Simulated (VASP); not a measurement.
VASP runs on Y share one base input (PBE GGA, plane waves, VASP's PBE PAW potentials (set 64)) and change the settings named in each case.

INCAR:
```
LCHARG  =  F
SIGMA  =  0.2   ! width (eV)
ALGO  =  Normal   ! blocked Davidson
NELM  =  100   ! most electronic steps
GGA  =  PE   ! PBE
SYSTEM  =  Y
LWAVE  =  F
ISIF  =  2   ! forces and stress, cell fixed
ISMEAR  =  0   ! Gaussian
LASPH  =  T
EDIFF  =  1E-6
LMAXMIX  =  4   ! l cut-off of mixed one-centre charges
PREC  =  Accurate
LREAL  =  F   ! projection in real space or not
ENCUT  =  300   ! plane-wave cut-off (eV)
```

File POSCAR:
```
Y
1
    3.6375170000     0.0000000000     0.0000000000
   -1.8187590000     3.1501820000     0.0000000000
    0.0000000000     0.0000000000    24.7385000000
Y
4
Direct
  0.0000000000   0.0000000000   0.6766170000
  0.0000000000   0.0000000000   0.4411260000
  0.3333330000   0.6666670000   0.3233830000
  0.6666670000   0.3333330000   0.5588740000
```

### KPOINTS
```
K-points
0
G
 10 10 1
```

POTCAR, in this order: Y_sv (PBE.64 set). Program: vasp_std.

| change | E(σ→0) (eV/atom) | largest force (eV/Å) | −TS (eV) |
|---|---|---|---|
| base run | -6.0597 | 0.261 | -0.1841 |
| GGA removed, POTCAR Y_sv (LDA.64 set) | -6.4771 | 0.532 | -0.1822 |
| GGA_COMPAT = .FALSE., LNONCOLLINEAR = .TRUE., LSORBIT = .TRUE., MAGMOM = 0.0 0.0 0.0 0.0 0.0 0.0 0.0 0.0 0.0 0.0 0.0 0.0, program vasp_ncl | -6.1086 | ___ | ___ |
| KPOINTS 4×4×1 Γ-centred mesh | -6.0184 | 0.288 | -0.2374 |

Problem. What belongs in the gaps?

Solution. 
- GGA_COMPAT = .FALSE., LNONCOLLINEAR = .TRUE., LSORBIT = .TRUE., MAGMOM = 0.0 0.0 0.0 0.0 0.0 0.0 0.0 0.0 0.0 0.0 0.0 0.0, program vasp_ncl, largest force (eV/Å): 0.262
- GGA_COMPAT = .FALSE., LNONCOLLINEAR = .TRUE., LSORBIT = .TRUE., MAGMOM = 0.0 0.0 0.0 0.0 0.0 0.0 0.0 0.0 0.0 0.0 0.0 0.0, program vasp_ncl, −TS (eV): -0.1840

Energies of different potentials or functionals have different zeros.  The cell holds a wide vacuum, so values per volume refer to the whole cell.

Left out are runs that ran out of time, are held back, or changed the cell or the kind of run, fixed moments of cells without a moment, rows past the twelfth, gaps on odd meshes, pressures of charged cells and columns that move by less than the noise.

The cell is a sheet or thin cut with vacuum, built from a generated structure.
